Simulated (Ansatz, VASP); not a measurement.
# SiO2: VASP beside Ansatz, part 2 of 3

Aim: how closely do two programs agree when they are given the same cell, functional and k mesh? The cell is taken from a series of runs on this material, whose earlier steps may have relaxed, scaled, displaced or heated it; both programs get it as it stands.

VASP 6.6.1 and Ansatz 0.2.0.

So far: The starting structure; VASP: zone-centre phonons, PBE.

## Step 2: VASP: zone-centre phonons, PBE (continued)

Level of this step: PBE; plane waves and PAW (O, Si) (VASP).

OUTCAR, selected parts (step 2):

```text
ion  position               nearest neighbor table
   1  0.689  0.689  0.000-   5 1.79   5 1.79   6 1.91
   2  0.189  0.811  0.500-   6 1.79   6 1.79   5 1.91
   3  0.311  0.311  0.000-   5 1.79   5 1.79   6 1.91
   4  0.811  0.189  0.500-   6 1.79   6 1.79   5 1.91
   5  0.500  0.500  0.500-   1 1.79   3 1.79   1 1.79   3 1.79   2 1.91   4 1.91
   6  0.000  0.000  0.000-   2 1.79   4 1.79   2 1.79   4 1.79   3 1.91   1 1.91

  LATTYP: Found a simple tetragonal cell.
 ALAT       =     4.3475965126
 C/A-ratio  =     0.6225466778

 Subroutine GETGRP returns: Found 16 space group operations
 (whereof  8 operations were pure point group operations)

The static configuration has the point symmetry D_2h.
 The point group associated with its full space group is D_4h.

 Found     75 irreducible k-points:

   k-points           NKPTS =     75   k-points in BZ     NKDIM =     75   number of bands    NBANDS=     22

   dimension x,y,z NGX =    36 NGY =   36 NGZ =   24
   dimension x,y,z NGXF=    72 NGYF=   72 NGZF=   48

   ENCUT  =  600.0 eV  44.10 Ry    6.64 a.u.   8.68  8.68  5.41*2*pi/ulx,y,z

   NELECT =      32.0000    total number of electrons

 k-points in reciprocal lattice and weights: Automatic mesh
   0.00000000  0.00000000  0.00000000       0.002
   0.12500000  0.00000000  0.00000000       0.008
   0.25000000  0.00000000  0.00000000       0.008
   0.37500000  0.00000000  0.00000000       0.008
   0.50000000  0.00000000  0.00000000       0.004
   0.12500000  0.12500000  0.00000000       0.008
   0.25000000  0.12500000  0.00000000       0.016
   0.37500000  0.12500000  0.00000000       0.016
   0.50000000  0.12500000  0.00000000       0.008
[...]
0.50000000  0.37500000  0.50000000       0.008
   0.50000000  0.50000000  0.50000000       0.002

[...]
2     0.48662     3.85296     0.00000
    3     0.00000     0.00000     4.09317

 Eigenvectors and eigenvalues of the dynamical matrix
 ----------------------------------------------------

   1 f  =   25.296219 THz   158.940831 2PiTHz  843.791036 cm-1   104.616708 meV
             X         Y         Z           dx          dy          dz
      2.997627  2.997627  0.000000     0.353553    0.353553    0.000000
      0.823828  3.523768  1.353291    -0.353553    0.353553    0.000000
      1.349970  1.349970  0.000000    -0.353553   -0.353553   -0.000000
      3.523768  0.823828  1.353291     0.353553   -0.353553   -0.000000
      2.173798  2.173798  1.353291     0.000000   -0.000000   -0.000000
      0.000000  0.000000  0.000000    -0.000000    0.000000   -0.000000

   2 f  =   23.204931 THz   145.800882 2PiTHz  774.033183 cm-1    95.967840 meV
             X         Y         Z           dx          dy          dz
      2.997627  2.997627  0.000000     0.169207   -0.061164   -0.000000
      0.823828  3.523768  1.353291    -0.320026    0.278436   -0.000000
      1.349970  1.349970  0.000000     0.169207   -0.061164   -0.000000
      3.523768  0.823828  1.353291    -0.320026    0.278436   -0.000000
      2.173798  2.173798  1.353291    -0.295140    0.119905    0.000000
      0.000000  0.000000  0.000000     0.522788   -0.447859    0.000000

   3 f  =   23.204931 THz   145.800882 2PiTHz  774.033183 cm-1    95.967840 meV
             X         Y         Z           dx          dy          dz
      2.997627  2.997627  0.000000     0.278436    0.320026   -0.000000
      0.823828  3.523768  1.353291    -0.061164   -0.169207    0.000000
      1.349970  1.349970  0.000000     0.278436    0.320026    0.000000
      3.523768  0.823828  1.353291    -0.061164   -0.169207    0.000000
      2.173798  2.173798  1.353291    -0.447859   -0.522788    0.000000
      0.000000  0.000000  0.000000     0.119905    0.295140   -0.000000

   4 f  =   20.526656 THz   128.972783 2PiTHz  684.695542 cm-1    84.891390 meV
             X         Y         Z           dx          dy          dz
      2.997627  2.997627  0.000000    -0.000000   -0.000000   -0.450549
      0.823828  3.523768  1.353291     0.000000   -0.000000    0.450549
      1.349970  1.349970  0.000000    -0.000000   -0.000000   -0.450549
      3.523768  0.823828  1.353291     0.000000   -0.000000    0.450549
      2.173798  2.173798  1.353291     0.000000    0.000000    0.306613
      0.000000  0.000000  0.000000     0.000000    0.000000   -0.306613

   5 f  =   20.433642 THz   128.388360 2PiTHz  681.592936 cm-1    84.506716 meV
             X         Y         Z           dx          dy          dz
      2.997627  2.997627  0.000000     0.353553    0.353553    0.000000
      0.823828  3.523768  1.353291     0.353553   -0.353553   -0.000000
      1.349970  1.349970  0.000000    -0.353553   -0.353553   -0.000000
      3.523768  0.823828  1.353291    -0.353553    0.353553    0.000000
      2.173798  2.173798  1.353291     0.000000   -0.000000   -0.000000
      0.000000  0.000000  0.000000    -0.000000    0.000000    0.000000

   6 f  =   18.256781 THz   114.710739 2PiTHz  608.980669 cm-1    75.503946 meV
             X         Y         Z           dx          dy          dz
      2.997627  2.997627  0.000000    -0.000000    0.000000   -0.341752
      0.823828  3.523768  1.353291     0.000000   -0.000000   -0.341752
      1.349970  1.349970  0.000000    -0.000000    0.000000   -0.341752
      3.523768  0.823828  1.353291     0.000000   -0.000000   -0.341752
      2.173798  2.173798  1.353291     0.000000   -0.000000    0.516150
      0.000000  0.000000  0.000000     0.000000    0.000000    0.516150

   7 f  =   16.194928 THz   101.755732 2PiTHz  540.204642 cm-1    66.976809 meV
             X         Y         Z           dx          dy          dz
      2.997627  2.997627  0.000000     0.353553   -0.353553   -0.000000
      0.823828  3.523768  1.353291    -0.353553   -0.353553   -0.000000
      1.349970  1.349970  0.000000    -0.353553    0.353553    0.000000
      3.523768  0.823828  1.353291     0.353553    0.353553    0.000000
      2.173798  2.173798  1.353291     0.000000    0.000000   -0.000000
      0.000000  0.000000  0.000000     0.000000   -0.000000   -0.000000

   8 f  =   15.861516 THz    99.660841 2PiTHz  529.083207 cm-1    65.597928 meV
             X         Y         Z           dx          dy          dz
      2.997627  2.997627  0.000000     0.000000   -0.000000    0.707107
      0.823828  3.523768  1.353291    -0.000000    0.000000   -0.000422
      1.349970  1.349970  0.000000     0.000000   -0.000000   -0.707107
      3.523768  0.823828  1.353291    -0.000000   -0.000000    0.000422
      2.173798  2.173798  1.353291    -0.000000   -0.000000   -0.000000
      0.000000  0.000000  0.000000    -0.000000    0.000000   -0.000000

   9 f  =   15.861516 THz    99.660841 2PiTHz  529.083207 cm-1    65.597928 meV
             X         Y         Z           dx          dy          dz
      2.997627  2.997627  0.000000     0.000000   -0.000000    0.000422
      0.823828  3.523768  1.353291    -0.000000   -0.000000    0.707107
      1.349970  1.349970  0.000000    -0.000000    0.000000   -0.000422
      3.523768  0.823828  1.353291     0.000000    0.000000   -0.707107
      2.173798  2.173798  1.353291    -0.000000   -0.000000    0.000000
      0.000000  0.000000  0.000000    -0.000000   -0.000000   -0.000000

  10 f  =   14.489628 THz    91.041017 2PiTHz  483.321964 cm-1    59.924259 meV
             X         Y         Z           dx          dy          dz
      2.997627  2.997627  0.000000    -0.152454   -0.188037    0.000000
      0.823828  3.523768  1.353291     0.378978    0.394639   -0.000000
      1.349970  1.349970  0.000000    -0.152454   -0.188037   -0.000000
      3.523768  0.823828  1.353291     0.378978    0.394639    0.000000
      2.173798  2.173798  1.353291    -0.371421   -0.375718   -0.000000
      0.000000  0.000000  0.000000     0.029526    0.063891   -0.000000

  11 f  =   14.489628 THz    91.041017 2PiTHz  483.321964 cm-1    59.924259 meV
             X         Y         Z           dx          dy          dz
      2.997627  2.997627  0.000000    -0.394639    0.378978    0.000000
      0.823828  3.523768  1.353291     0.188037   -0.152454    0.000000
      1.349970  1.349970  0.000000    -0.394639    0.378978   -0.000000
      3.523768  0.823828  1.353291     0.188037   -0.152454   -0.000000
      2.173798  2.173798  1.353291    -0.063891    0.029526   -0.000000
      0.000000  0.000000  0.000000     0.375718   -0.371421   -0.000000

  12 f  =   10.662949 THz    66.997283 2PiTHz  355.677687 cm-1    44.098393 meV
             X         Y         Z           dx          dy          dz
      2.997627  2.997627  0.000000     0.000000    0.000000    0.216808
      0.823828  3.523768  1.353291     0.000000    0.000000   -0.216808
      1.349970  1.349970  0.000000     0.000000    0.000000    0.216808
      3.523768  0.823828  1.353291     0.000000    0.000000   -0.216808
      2.173798  2.173798  1.353291     0.000000    0.000000    0.637172
      0.000000  0.000000  0.000000    -0.000000   -0.000000   -0.637172

  13 f  =    9.604249 THz    60.345277 2PiTHz  320.363268 cm-1    39.719965 meV
             X         Y         Z           dx          dy          dz
      2.997627  2.997627  0.000000    -0.145264    0.136170   -0.000000
      0.823828  3.523768  1.353291    -0.251418    0.246275   -0.000000
      1.349970  1.349970  0.000000    -0.145264    0.136170    0.000000
      3.523768  0.823828  1.353291    -0.251418    0.246275    0.000000
      2.173798  2.173798  1.353291     0.580075   -0.579785    0.000000
      0.000000  0.000000  0.000000     0.018511    0.002684   -0.000000
    [... 43 further lines ...]
      2.173798  2.173798  1.353291     0.000000   -0.000000   -0.483311
      0.000000  0.000000  0.000000     0.000000   -0.000000   -0.483311

 MACROSCOPIC STATIC DIELECTRIC TENSOR IONIC CONTRIBUTION
 ------------------------------------------------------
          15.908931     0.000000     0.000000
           0.000000    15.908931     0.000000
           0.000000     0.000000     5.809439
 ------------------------------------------------------

 ELASTIC MODULI CONTR FROM IONIC RELAXATION (kBar)
 Direction    XX          YY          ZZ          XY          YZ          ZX
 --------------------------------------------------------------------------------
 XX       -1118.4795   -410.5553     60.3311     -0.0000      0.0000      0.0000
 YY        -410.5553  -1118.4795     60.3311      0.0000     -0.0000     -0.0000
 ZZ          60.3311     60.3311     -4.7610      0.0000      0.0000      0.0000
 XY          -0.0000      0.0000     -0.0000   -126.7568      0.0000      0.0000
 YZ           0.0000     -0.0000      0.0000      0.0000    -14.3608      0.0000
 ZX           0.0000     -0.0000      0.0000      0.0000      0.0000    -27.4841
 --------------------------------------------------------------------------------

 PIEZOELECTRIC TENSOR IONIC CONTR  for field in x, y, z        (C/m^2)
          XX          YY          ZZ          XY          YZ          ZX
  --------------------------------------------------------------------------------
  x     0.00000    -0.00000     0.00000    -0.00000    -0.00000     0.00000
  y    -0.00000    -0.00000     0.00000     0.00000     0.00000     0.00000
  z    -0.00000    -0.00000     0.00000     0.00000    -0.00000     0.00000
```

[end of part 2 of 3]

[Lines on the potential files, build, host, timing and source positions are cut from VASP's logs without a mark.]

[Logs are printed without paths, hosts, clocks, repeated set-up lines and the standing remarks that a program may print on its own settings, such as how far it seeks lower states.]

[Hosts, paths, dates, database ids (printed as entryN), source tags and the programs' standing remarks are cut or masked in the printed files.]
